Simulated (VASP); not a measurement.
These are PBE GGA, VASP's PBE PAW potentials (set 64) (plane waves; VASP 6.6.1) values and carry that method's errors.

VASP ran on this input.

**KPOINTS**
```
k-points along high-symmetry lines
15
Line-mode
Reciprocal
  0.000000   0.000000   0.000000 ! GAMMA
  0.000000   0.500000   0.000000 ! X

  0.000000   0.500000   0.000000 ! X
  0.500000   0.500000   0.000000 ! M

  0.500000   0.500000   0.000000 ! M
  0.000000   0.000000   0.000000 ! GAMMA

  0.000000   0.000000   0.000000 ! GAMMA
  0.500000   0.500000   0.500000 ! R

  0.500000   0.500000   0.500000 ! R
  0.000000   0.500000   0.000000 ! X

  0.500000   0.500000   0.500000 ! R
  0.500000   0.500000   0.000000 ! M
```

INCAR:
```
! general
SYSTEM =Cd4Se3Te
PREC   =Accurate
ENCUT  =400
LREAL  =.False.
LASPH  =.True.
ICHARG =11

! electronic loop
EDIFF  =1E-6
NELM   =100
ALGO   =Normal
LMAXMIX=4

! smearing
ISMEAR =0
SIGMA  =0.05

! functional
GGA    =PE

! output
LWAVE  =.False.
LCHARG =.False.
```

File POSCAR:
```
Cd4Se3Te
6.2975210
  0.9999999974   0.0000000000   0.0000000000
  0.0000000000   0.9999999974   0.0000000000
  0.0000000000   0.0000000000   0.9999999974
Cd Te Se
4 1 3
direct
  0.9917232377   0.9917232377   0.9917232377
  0.5082767623   0.5082767623   0.9917232377
  0.5082767623   0.9917232377   0.5082767623
  0.9917232377   0.5082767623   0.5082767623
  0.2500000000   0.2500000000   0.2500000000
  0.7500000000   0.7500000000   0.2500000000
  0.7500000000   0.2500000000   0.7500000000
  0.2500000000   0.7500000000   0.7500000000
```

POTCAR, in this order: Cd Te Se (PBE.64 set). Program: vasp_std. Read from the step before: CHGCAR.

Output of the run:

### OSZICAR
```
       N       E                     dE             d eps       ncg     rms          rms(c)
DAV:   1     0.428118469305E+03    0.42812E+03   -0.29703E+04  7828   0.121E+03
DAV:   2     0.467144848840E+01   -0.42345E+03   -0.41615E+03  8737   0.324E+02
DAV:   3    -0.200521333296E+02   -0.24724E+02   -0.24593E+02  9067   0.771E+01
DAV:   4    -0.203617793370E+02   -0.30965E+00   -0.30929E+00  9216   0.783E+00
DAV:   5    -0.203651648389E+02   -0.33855E-02   -0.33847E-02  8863   0.721E-01
DAV:   6    -0.203652460531E+02   -0.81214E-04   -0.81210E-04  9340   0.102E-01
DAV:   7    -0.203652485734E+02   -0.25204E-05   -0.25203E-05  8643   0.153E-02
DAV:   8    -0.203652486595E+02   -0.86066E-07   -0.86032E-07  5987   0.268E-03
   1 F= -.20365249E+02 E0= -.20365249E+02  d E =-.529366E-10
```

### OUTCAR
```
 val. band max:        0.9439931587   @ k =   0.0000   0.0000   0.0000

 cond. band min:       1.3688188334   @ k =   0.0000   0.0000   0.0000



 k-point     1 :       0.0000    0.0000    0.0000
  band No.  band energies     occupation
      1     -11.3390      2.00000
      2     -11.0212      2.00000
      3     -11.0212      2.00000
      4      -9.4191      2.00000
      5      -6.9500      2.00000
      6      -6.9500      2.00000
      7      -6.9500      2.00000
      8      -6.7947      2.00000
      9      -6.7947      2.00000
     10      -6.7947      2.00000
     11      -6.7669      2.00000
     12      -6.7669      2.00000
     13      -6.7669      2.00000
     14      -6.7350      2.00000
     15      -6.7350      2.00000
     16      -6.7350      2.00000
     17      -6.6648      2.00000
     18      -6.6648      2.00000
     19      -6.6198      2.00000
     20      -6.6198      2.00000
     21      -6.6198      2.00000
     22      -6.3508      2.00000
     23      -6.3508      2.00000
     24      -6.2472      2.00000
     25      -2.9838      2.00000
     26      -2.9838      2.00000
     27      -2.9838      2.00000
     28      -0.8390      2.00000
     29      -0.8390      2.00000
     30      -0.8390      2.00000
     31      -0.7021      2.00000
     32      -0.7021      2.00000
     33      -0.7021      2.00000
     34       0.9440      2.00000
     35       0.9440      2.00000
     36       0.9440      2.00000
     37       1.3688      0.00000
     38       3.9954      0.00000
     39       4.0370      0.00000
     40       4.0370      0.00000
     41       4.3158      0.00000
     42       4.3158      0.00000
     43       4.3158      0.00000

 k-point     2 :       0.0000    0.0357    0.0000
  band No.  band energies     occupation
      1     -11.3380      2.00000
      2     -11.0220      2.00000
      3     -11.0212      2.00000
      4      -9.4192      2.00000
      5      -6.9495      2.00000
      6      -6.9495      2.00000
...
```

The density is held fixed in this step, so its total energy and stress have no physical meaning. Unless said otherwise, spin-orbit coupling is left out, though it shifts the bands of the heavy elements here.

The structure was generated: Cd4Se3Te was put into an ordered model structure (P-43m), which need not be its known phase. It was relaxed first, which changed the volume by +7 %.
